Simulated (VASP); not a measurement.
Here is the system:

```
Al
1.0
    0.00000     1.86452     1.86452
    1.86452     0.00000     1.86452
    1.86452     1.86452     0.00000
Al
1
Cartesian
  0.00000   0.00000   0.00000
```

All values below come from PBEsol GGA, VASP's PBE PAW potentials (set 64) (plane waves; VASP). Settings: 500 eV cut-off, 17×17×17 Γ-centred mesh, first-order Methfessel-Paxton smearing of 0.10 eV, potentials Al.

Energy and stress use the plane-wave basis of the starting cell.

**Question.** The ions, cell shape and volume at an external pressure of 45.0 GPa are relaxed. Which structure does the run end with?

**Answer.** 
```
Al
1.0
    0.00000     1.82361     1.82361
    1.82361     0.00000     1.82361
    1.82361     1.82361     0.00000
Al
1
Cartesian
  0.00000   1.82361   1.82361
```
Space group Fm-3m (225), at a tolerance of 0.03 Å.

**Question.** How do energy and volume change from the first to the last step?

**Answer.** The energy (σ→0) changes by +193.4 meV/atom and the volume by -6.4 %, in 4 ionic steps.

```json
[
 {"step": "1", "E(σ→0) (eV)": "-3.8462", "max force (eV/Å)": "0.000", "pressure (GPa)": "30.00", "volume (Å³)": "12.96"},
 {"step": "2", "E(σ→0) (eV)": "-3.1549", "max force (eV/Å)": "0.000", "pressure (GPa)": "79.40", "volume (Å³)": "10.82"},
 {"step": "3", "E(σ→0) (eV)": "-3.6597", "max force (eV/Å)": "0.000", "pressure (GPa)": "44.44", "volume (Å³)": "12.15"},
 {"step": "4", "E(σ→0) (eV)": "-3.6528", "max force (eV/Å)": "0.000", "pressure (GPa)": "44.94", "volume (Å³)": "12.13"}
]
```

The compound is Al in the fcc structure. This run relaxes it under an external pressure of 45 GPa. Symmetry was kept, so distortions that lower it aren't found.
